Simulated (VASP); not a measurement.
```xyz
3
Lattice="0.0000 3.8701 3.8701 3.8701 0.0000 3.8701 3.8701 3.8701 0.0000" Properties=species:S:1:pos:R:3 pbc="T T T"
K      1.9350     1.9350     1.9350
K      5.8051     5.8051     5.8051
S      0.0000     0.0000     0.0000
```

Method: revPBE GGA, VASP's PBE PAW potentials (set 64) (plane waves; VASP 6.6.1). Run with 520 eV cut-off, 5×5×5 Γ-centred mesh, Gaussian smearing of 0.050 eV, potentials K_sv S.

Q: The job: K$_{2}$S (antifluorite), 3 atoms, revPBE, static run, 520 eV, 5×5×5 Γ-centred mesh. Roughly how much core time does it take on a busy server core?

A: About 40 core-seconds (one run on a shared machine, a rough figure). It had 10 irreducible k-points, 16 bands, up to 3130 plane waves and 17 electronic steps.

The compound is K2S in the antifluorite structure. This cell is one point of a volume scan, at 1.06 of the reference volume.
